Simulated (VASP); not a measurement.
An input for Ansatz (written as the equivalent of a VASP run, and not itself run):

Ansatz 0.2 input:
```yaml
crystal:
  lattice:
    - [2.0150000, -3.4900820, 0.0000000]
    - [2.0150000, 3.4900820, 0.0000000]
    - [0.0000000, 0.0000000, 5.2200000]
  atoms:
    - { symbol: Te, position: [0.3333330, 0.6666670, 0.2540000] }
    - { symbol: Te, position: [0.6666670, 0.3333330, 0.7460000] }
    - { symbol: Pt, position: [0.0000000, 0.0000000, 0.0000000] }
kpoints:
  mp_grid: { grid: [7, 7, 5] }
hamiltonian:
  xc: pbe
  pseudopotentials: { kind: paw }
magnetization: { noncollinear: true, spin_orbit: true }
scf:
  occupations: { method: gaussian, width: 0.1 }
  max_iter: 100
output: { forces: true, stress: true, eigenvalues: true }
```

Translate this input to VASP (INCAR, KPOINTS, POSCAR, choice of POTCAR).

This is not unique; one that fits is 
INCAR:
```
# general
SYSTEM         =  PtTe2
PREC           =  Accurate
ENCUT          =  300
LREAL          =  .FALSE.   # projection in real space or not
LASPH          =  .TRUE.

# electronic loop
EDIFF          =  1E-6   # SCF stop (eV)
NELM           =  100
ALGO           =  Normal   # blocked Davidson
LMAXMIX        =  6   # l cut-off of mixed one-centre charges

# smearing
ISMEAR         =  0
SIGMA          =  0.1

# functional
GGA            =  PE   # PBE
GGA_COMPAT     =  .FALSE.

# spin
MAGMOM         =  9*0.0
LSORBIT        =  .TRUE.
LNONCOLLINEAR  =  .TRUE.

# ions
ISIF           =  2   # forces and stress, cell fixed

# output
LWAVE          =  .FALSE.
LCHARG         =  .FALSE.
LORBIT         =  11   # lm-projected
```

### KPOINTS
```
Automatic mesh
0
Gamma
7 7 5
0 0 0
```

### POSCAR
```
PtTe2
1
    2.0150000000    -3.4900820000     0.0000000000
    2.0150000000     3.4900820000     0.0000000000
    0.0000000000     0.0000000000     5.2200000000
Te Pt
2 1
Direct
  0.3333330000   0.6666670000   0.2540000000
  0.6666670000   0.3333330000   0.7460000000
  0.0000000000   0.0000000000   0.0000000000
```

POTCAR, in this order: Te Pt (PBE.64 set). Program: vasp_ncl.

The two are equivalent in intent, not identical: each code has its own PAW files, so the cut-off isn't converted (ENCUT is set for VASP's; basis.ecutwfc is left out, and Ansatz then takes the one that its files recommend); Ansatz stops its SCF on the density residual and VASP on the energy change (EDIFF).

The structure is a typed PtTe2 crystal (P-3m1). The cell was not relaxed at this level. The run is one of a series of settings (GGA_COMPAT = .FALSE., LNONCOLLINEAR = .TRUE., LSORBIT = .TRUE., MAGMOM = 0.0 0.0 0.0 0.0 0.0 0.0 0.0 0.0 0.0, program vasp_ncl against the base run), some of them coarse on purpose.
